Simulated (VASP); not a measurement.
**Au (relaxed from the hcp structure, space group P6_3/mmc): computed properties**

Calculation: PBEsol GGA, VASP's PBE PAW potentials (set 64) (plane waves; VASP).

```
Property                                                                               Result
----------------------------------  ---------------------------------------------------------
space group                                                                    P6_3/mmc (194)
cell                                a = b = 2.868 Å, c = 4.767 Å, α = β = 90.00°, γ = 120.00°
volume per atom                                                                 16.98 Å³/atom
band gap (over mesh and band path)                   none (metal, semimetal or under 0.01 eV)
band gap with spin-orbit coupling                                             none (metallic)
density                                                                           19.26 g/cm³
```

Au is modelled in the hexagonal space group P6₃/mmc (No. 194), the hcp (Mg type) structure, Pearson symbol hP2. Lattice parameters: a = b = 2.8682 Å, c = 4.7666 Å, α = β = 90.00°, γ = 120.00°. Au on 2c sees 12 Au at 2.868–2.902 Å (anticuboctahedral). (Neighbours: up to the widest gap in distance over summed covalent radii, below 1.35, at either atom.)

Unless said otherwise, spin-orbit coupling is left out, though it shifts the bands of the heavy elements here.

The structure was generated: Au was put into the hcp type (P6_3/mmc), which need not be its known phase. It was relaxed first. Symmetry was kept, so distortions that lower it aren't found.
